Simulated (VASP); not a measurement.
**CoGa (CsCl type): computed properties**

Method: PBE GGA, VASP's PBE PAW potentials (set 64) (plane waves; VASP).

| Quantity | Value |
|---|---|
| space group | Pm-3m (221) |
| cell | a = b = c = 2.8790 Å, α = β = γ = 90.00° |
| volume per atom | 11.93 Å³/atom |
| band gap (over mesh and band path) | none (metal, semimetal or under 0.01 eV) |
| Hill bulk modulus | 179 GPa |
| Hill shear modulus | 69.2 GPa |
| Poisson's ratio | 0.329 |
| band gap with spin-orbit coupling | none (metallic) |
| density | 8.95 g/cm³ |
| optical Γ-point spectrum | 230 (×3) cm⁻¹ |
| C11 | 224 GPa |
| C12 | 156 GPa |
| C44 | 111 GPa |

Space group Pm-3m (No. 221); a = b = c = 2.879 Å, α = β = γ = 90.00°

```
atom  site  symmetry       x       y       z
----  ----  --------  ------  ------  ------
Ga      1b      m-3m  0.5000  0.5000  0.5000
Co      1a      m-3m  0.0000  0.0000  0.0000
```

Finite-difference elastic constants of metals are sensitive to mesh and smearing; shear constants can be off by tens of GPa.

The compound is CoGa in the CsCl type structure. It was relaxed first. Symmetry was kept, so distortions that lower it aren't found. The run is not spin-polarised, so no magnetic state was tried.
